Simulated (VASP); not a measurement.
Data:

AlRu is modelled in the cubic space group Pm-3m (No. 221), the CsCl type structure, Pearson symbol cP2. Lattice parameters: a = b = c = 2.9824 Å, α = β = γ = 90.00°. Al on 1b is surrounded by 8 Ru at 2.583 Å and 6 Al at 2.982 Å. Ru on 1a has 8 Al at 2.583 Å and 6 Ru at 2.982 Å. (Neighbours: up to the widest gap in distance over summed covalent radii, below 1.35, at either atom.)

These are r2SCAN meta-GGA, VASP's PBE PAW potentials (set 64) (plane waves; VASP) values and carry that method's errors. Run with 520 eV cut-off, 12×12×12 Γ-centred mesh, first-order Methfessel-Paxton smearing of 0.10 eV, potentials Al Ru_pv.

Q: Give the energy at these volumes per atom, relative to the lowest: 12.48, 12.88, 13.28, 13.67, 14.07 Å³.

A: 36.1, 8.3, 0.0, 8.3, 30.8 meV/atom. A third-order Birch-Murnaghan fit gives B0 = 223 GPa and B0′ = 4.4.

The compound is RuAl in the CsCl type structure. It was relaxed first.
